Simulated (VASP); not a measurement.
Output of a VASP run:

### OSZICAR
```
       N       E                     dE             d eps       ncg     rms          rms(c)
DAV:   1     0.633439809555E+02    0.63344E+02   -0.82304E+03   576   0.123E+03
DAV:   2    -0.335527657324E+02   -0.96897E+02   -0.89492E+02   864   0.256E+02
DAV:   3    -0.382642590958E+02   -0.47115E+01   -0.46754E+01   712   0.591E+01
DAV:   4    -0.383155596080E+02   -0.51301E-01   -0.51277E-01   724   0.698E+00
DAV:   5    -0.383163213027E+02   -0.76169E-03   -0.76163E-03   720   0.861E-01    0.108E+01
DAV:   6    -0.354039824196E+02    0.29123E+01   -0.79391E+00   652   0.228E+01    0.480E+00
DAV:   7    -0.351806023779E+02    0.22338E+00   -0.38819E-01   724   0.565E+00    0.302E+00
DAV:   8    -0.351098520262E+02    0.70750E-01   -0.27962E-01   696   0.399E+00    0.398E-01
DAV:   9    -0.351067186641E+02    0.31334E-02   -0.11092E-02   712   0.939E-01    0.170E-01
DAV:  10    -0.351076603339E+02   -0.94167E-03   -0.14037E-03   688   0.321E-01    0.402E-02
DAV:  11    -0.351077662594E+02   -0.10593E-03   -0.23344E-04   724   0.134E-01    0.272E-02
DAV:  12    -0.351077613676E+02    0.48918E-05   -0.52187E-05   684   0.640E-02    0.444E-03
DAV:  13    -0.351077617618E+02   -0.39419E-06   -0.19973E-06   636   0.133E-02
   1 F= -.35107762E+02 E0= -.35107762E+02  d E =-.104093E-10
```

### OUTCAR
```
------------------------ aborting loop because EDIFF is reached ----------------------------------------
  FORCE on cell =-STRESS in cart. coord.  units (eV):
  Direction    XX          YY          ZZ          XY          YZ          ZX
  --------------------------------------------------------------------------------------
  Total       -3.7845277     -3.7845305      0.4838958      0.0000000      0.0000000      0.0000000
  in kB     -157.9967225   -157.9968421     20.2017171      0.0000000      0.0000000      0.0000000
  external PRESSURE =     -98.5972825 kB  Pullay stress =       0.0000000 kB
  volume of cell :       38.38
      direct lattice vectors                 reciprocal lattice vectors
     1.277040000 -2.211899000  0.000000000     0.391530414 -0.226050104  0.000000000
     1.277040000  2.211899000  0.000000000     0.391530414  0.226050104  0.000000000
     0.000000000  0.000000000  6.793200000     0.000000000  0.000000000  0.147206030
  FREE ENERGIE OF THE ION-ELECTRON SYSTEM (eV)
  ---------------------------------------------------
  free  energy   TOTEN  =       -35.1077617618 eV

  energy  without entropy=      -35.1077617618  energy(sigma->0) =      -35.10776176
```
(Selected blocks of OUTCAR.)

**POSCAR**
```
BN
1
    1.2770400000    -2.2118990000     0.0000000000
    1.2770400000     2.2118990000     0.0000000000
    0.0000000000     0.0000000000     6.7932000000
B N
2 2
Direct
  0.3333330000   0.6666670000   0.2500000000
  0.6666670000   0.3333330000   0.7500000000
  0.6666670000   0.3333330000   0.2500000000
  0.3333330000   0.6666670000   0.7500000000
```

Reconstruct the remaining input files.

One answer among several that fit: the input of the run itself, PBE GGA, plane waves, VASP's PBE PAW potentials (set 64).

INCAR:
```
ENCUT  =  520   ! plane-wave cut-off (eV)
LASPH  =  .TRUE.
LWAVE  =  .FALSE.
LREAL  =  .FALSE.   ! projection in real space or not
NELM  =  100
GGA  =  PE   ! PBE
LCHARG  =  .FALSE.
ALGO  =  Normal   ! blocked Davidson
ISIF  =  2   ! forces and stress, cell fixed
PREC  =  Accurate
EDIFF  =  1E-6   ! SCF stop (eV)
SYSTEM  =  BN
SIGMA  =  0.05   ! width (eV)
ISMEAR  =  0
```

KPOINTS:
```
Automatic
0
G
  9 9 3
```

POTCAR, in this order: B N (PBE.64 set). Program: vasp_std.

The compound is BN in the hex structure. The cell was not relaxed at this level.
